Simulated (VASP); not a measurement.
Input:

```
PbF2
1.0
    0.00000     3.03760     3.03760
    3.03760     0.00000     3.03760
    3.03760     3.03760     0.00000
Pb F
1 2
Direct
  0.00000   0.00000   0.00000
  0.25000   0.25000   0.25000
  0.75000   0.75000   0.75000
```

Computed with PBE GGA with D3 dispersion (Becke-Johnson damping), VASP's PBE PAW potentials (set 64) (plane waves; VASP 6.6.1). Numerical set-up: 520 eV cut-off, 7×7×7 Γ-centred mesh, Gaussian smearing of 0.050 eV, potentials Pb_d F.

Task: Give the stress tensor in GPa (positive for a compressed cell).

Result: 
```
-3.56   0.00   0.00
 0.00  -3.56   0.00
 0.00   0.00  -3.56
```
The pressure is its mean diagonal, -3.56 GPa.

The compound is PbF2 in the fluorite structure, the β form. This cell is one point of a volume scan, at 1.06 of the reference volume.
